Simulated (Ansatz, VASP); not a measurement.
# ZnSe (Stilleite) in two plane-wave programs

One calculation is typed for both programs; each brings its own data sets. How far apart do they land? The cell is taken from a series of runs on this material, whose earlier steps may have relaxed, scaled, displaced or heated it; both programs get it as it stands.

Program: Ansatz 0.2.0. Level of theory: plane waves, with VASP 6.6.1 beside it; single point at HSE06. Results are calculated unless marked as measured.

## 1. The structure

The structure is cubic, space group F-43m (No. 216). The conventional cell has a = 5.733 Å, b = 5.733 Å, c = 5.733 Å, α = 90.00°, β = 90.00°, γ = 90.00°. Zn has 4 Se at 2.48 Å nearest. Se has 4 Zn at 2.48 Å nearest. Farther neighbours and most contacts between anions are not listed.

Coordinates:

```xyz
2
Lattice="0.0000 2.8663 2.8663 2.8663 0.0000 2.8663 2.8663 2.8663 0.0000" Properties=species:S:1:pos:R:3 pbc="T T T"
Zn    0.0000    0.0000    0.0000
Se    1.4331    1.4331    1.4331
```

## 2. VASP: single point, HSE06

A single point gives forces, pressure and levels at one fixed geometry, so differences don't come from the geometry; what else differs is listed under the comparison.

Lines of VASP's logs that name or quote its potential files are left out, and so is its time.

The run reads the wave functions of an earlier VASP run, which isn't shown here.

File INCAR:

```
SYSTEM = ZnSe
PREC = Accurate
ENCUT = 400
EDIFF = 1E-06
NELM = 100
ISMEAR = 0
SIGMA = 0.01
LREAL = .FALSE.
ALGO = Normal
LHFCALC = .TRUE.
AEXX = 0.25
GGA = PE
HFSCREEN = 0.208
LASPH = .TRUE.
NBANDS = 15
PRECFOCK = Fast
LORBIT = 11
LWAVE = .FALSE.
LCHARG = .FALSE.
KPAR = 8
ISIF = 2
```

File POSCAR:

```
ZnSe
1.0
    0.0000000000      2.8662503000      2.8662503000
    2.8662503000      0.0000000000      2.8662503000
    2.8662503000      2.8662503000      0.0000000000
Zn Se
1 1
Direct
    0.0000000000      0.0000000000      0.0000000000
    0.2500000000      0.2500000000      0.2500000000
```

File KPOINTS:

```
Automatic mesh
0
Gamma
4 4 4
0 0 0
```

The projector-augmented-wave data sets are Zn and Se (PBE family, release 64).

Launch:

```bash
mpirun -np 8 vasp_std
```

Numbers of over 12 decimals in the logs are rounded to 6 here.

Output:

```text
[banner, memory and clock lines left out]
running    8 mpi-ranks, on    1 nodes
 distrk:  each k-point on    1 cores,    8 groups
 distr:  one band on    1 cores,    1 groups

 POSCAR found type information on POSCAR ZnSe
 POSCAR found :  2 types and       2 ions
|                                                                             |
|           W    W    AA    RRRRR   N    N  II  N    N   GGGG   !!!           |
|           W    W   A  A   R    R  NN   N  II  NN   N  G    G  !!!           |
|           W    W  A    A  R    R  N N  N  II  N N  N  G       !!!           |
|           W WW W  AAAAAA  RRRRR   N  N N  II  N  N N  G  GGG   !            |
|           WW  WW  A    A  R   R   N   NN  II  N   NN  G    G                |
|           W    W  A    A  R    R  N    N  II  N    N   GGGG   !!!           |
|                                                                             |
|     For optimal performance we recommend to set                             |
|       NCORE = 2 up to number-of-cores-per-socket                            |
|     NCORE specifies how many cores store one orbital (NPAR=cpu/NCORE).      |
|     This setting can greatly improve the performance of VASP for DFT.       |
|     The default, NCORE=1 might be grossly inefficient on modern             |
|     multi-core architectures or massively parallel machines. Do your        |
|     Unfortunately you need to use the default for GW and RPA                |
|     calculations (for HF NCORE is supported but not extensively tested      |
|     yet).                                                                   |
|                                                                             |

 LDA part: xc-table for (Slater+PW92), standard interpolation
 found WAVECAR, reading the header
 POSCAR, INCAR and KPOINTS ok, starting setup
 FFT: planning ... GRIDC
 FFT: planning ... GRID_SOFT
 FFT: planning ... GRID
 reading WAVECAR
 the WAVECAR file was read successfully
 initial charge from wavefunction
 entering main loop
       N       E                     dE             d eps       ncg     rms          rms(c)
DAV:   1    -0.739664270735E+01   -0.73966E+01   -0.69457E-01   329   0.230E+01    0.213E+00
DAV:   2    -0.737659911156E+01    0.20044E-01   -0.16471E-01   282   0.791E+00    0.111E+00
DAV:   3    -0.737653373145E+01    0.65380E-04   -0.17278E-02   296   0.202E+00    0.692E-01
DAV:   4    -0.737620400803E+01    0.32972E-03   -0.13252E-03   247   0.413E-01    0.404E-01
DAV:   5    -0.737609266538E+01    0.11134E-03   -0.19491E-04   284   0.129E-01    0.231E-01
DAV:   6    -0.737606244763E+01    0.30218E-04   -0.38651E-05   261   0.596E-02    0.128E-01
DAV:   7    -0.737605004161E+01    0.12406E-04   -0.44528E-06   247   0.205E-02    0.699E-02
DAV:   8    -0.737604540761E+01    0.46340E-05   -0.17595E-06   240   0.103E-02    0.373E-02
DAV:   9    -0.737604398842E+01    0.14192E-05   -0.61069E-07   176   0.621E-03    0.201E-02
DAV:  10    -0.737604368595E+01    0.30247E-06   -0.27439E-07   127   0.431E-03
   1 F= -.73760437E+01 E0= -.73760437E+01  d E =-.170920E-67
```

OUTCAR, selected parts (step 2):

```text
ion  position               nearest neighbor table
   1  0.000  0.000  0.000-   2 2.48   2 2.48   2 2.48   2 2.48
   2  0.250  0.250  0.250-   1 2.48   1 2.48   1 2.48   1 2.48

  LATTYP: Found a face centered cubic cell.
 ALAT       =     5.7325006000

 Subroutine GETGRP returns: Found 24 space group operations
 (whereof 24 operations were pure point group operations)

The static configuration has the point symmetry T_d .

 Found      8 irreducible k-points:

   k-points           NKPTS =      8   k-points in BZ     NKDIM =     64   number of bands    NBANDS=     15

   dimension x,y,z NGX =    28 NGY =   28 NGZ =   28
   dimension x,y,z NGXF=    56 NGYF=   56 NGZF=   56

   ENCUT  =  400.0 eV  29.40 Ry    5.42 a.u.   6.61  6.61  6.61*2*pi/ulx,y,z

   NELECT =      18.0000    total number of electrons

 k-points in reciprocal lattice and weights: Automatic mesh
   0.00000000  0.00000000  0.00000000       0.016
   0.25000000  0.00000000  0.00000000       0.125
   0.50000000  0.00000000  0.00000000       0.062
   0.25000000  0.25000000  0.00000000       0.094
   0.50000000  0.25000000  0.00000000       0.375
  -0.25000000  0.25000000  0.00000000       0.188
   0.50000000  0.50000000  0.00000000       0.047
  -0.25000000  0.50000000  0.25000000       0.094

  exchange ACFDT corr.  =         0.00000000  see jH, gK, PRB 81, 115126

 average (electrostatic) potential at core
       1 -29.7996       2 -52.4234

 E-fermi :   0.8146

 k-point     1 :       0.0000    0.0000    0.0000
  band No.  band energies     occupation
    ...
      5      -7.0934      2.00000
      6      -7.0934      2.00000
      7       0.6931      2.00000
      8       0.6931      2.00000
      9       0.6931      2.00000
     10       2.9637      0.00000
     11       7.6352      0.00000
     12       7.6352      0.00000
     13       7.6352      0.00000
     14      11.8350      0.00000
    ...

 k-point     2 :       0.2500    0.0000    0.0000
  band No.  band energies     occupation
    ...
      5      -7.0935      2.00000
      6      -7.0935      2.00000
      7      -2.4270      2.00000
      8       0.2240      2.00000
      9       0.2240      2.00000
     10       4.4700      0.00000
     11       8.2715      0.00000
     12       8.2715      0.00000
     13       8.3223      0.00000
     14      12.2527      0.00000
    ...

 k-point     3 :       0.5000    0.0000    0.0000
  band No.  band energies     occupation
    ...
      5      -7.0807      2.00000
      6      -6.9226      2.00000
      7      -4.6074      2.00000
      8      -0.1683      2.00000
      9      -0.1683      2.00000
     10       4.2765      0.00000
     11       8.1823      0.00000
     12       8.1823      0.00000
     13      10.3338      0.00000
     14      12.8379      0.00000
    ...

  Total       -0.2939477     -0.2939477     -0.2939477     -0.0000000     -0.0000000      0.0000000
  in kB      -10.0001907    -10.0001907    -10.0001907     -0.0000000     -0.0000000      0.0000000
  external PRESSURE =     -10.0001907 kB  Pullay stress =       0.0000000 kB

  energy-cutoff  :      400.00
  volume of cell :       47.09
      direct lattice vectors                 reciprocal lattice vectors
     0.000000000  2.866250300  2.866250300    -0.174443942  0.174443942  0.174443942
     2.866250300  0.000000000  2.866250300     0.174443942 -0.174443942  0.174443942
     2.866250300  2.866250300  0.000000000     0.174443942  0.174443942 -0.174443942

 POSITION                                       TOTAL-FORCE (eV/Angst)
 -----------------------------------------------------------------------------------
      0.00000      0.00000      0.00000        -0.000000     -0.000000     -0.000000
      1.43313      1.43313      1.43313         0.000000      0.000000      0.000000
 -----------------------------------------------------------------------------------
    total drift:                                0.000231      0.000187      0.000142

  FREE ENERGIE OF THE ION-ELECTRON SYSTEM (eV)
  ---------------------------------------------------
  free  energy   TOTEN  =        -7.3760436860 eV

  energy  without entropy=       -7.3760436860  energy(sigma->0) =       -7.37604369

 total charge
# of ion       s       p       d       tot
------------------------------------------
    1        0.482   0.415   9.819  10.717
    2        1.440   2.488   0.024   3.952
--------------------------------------------------
tot          1.922   2.903   9.843  14.669

[... 3 further parts left out ...]
```

The k-mesh is coarse for exact exchange; levels may shift by about 0.1 eV on a finer one.

[end of part 1 of 2]

[Lines on the potential files, build, host, timing and source positions are cut from VASP's logs without a mark.]

[Logs are printed without paths, hosts, clocks, repeated set-up lines and the standing remarks that a program may print on its own settings, such as how far it seeks lower states.]

[Hosts, paths, dates, database ids (printed as entryN), source tags and the programs' standing remarks are cut or masked in the printed files.]
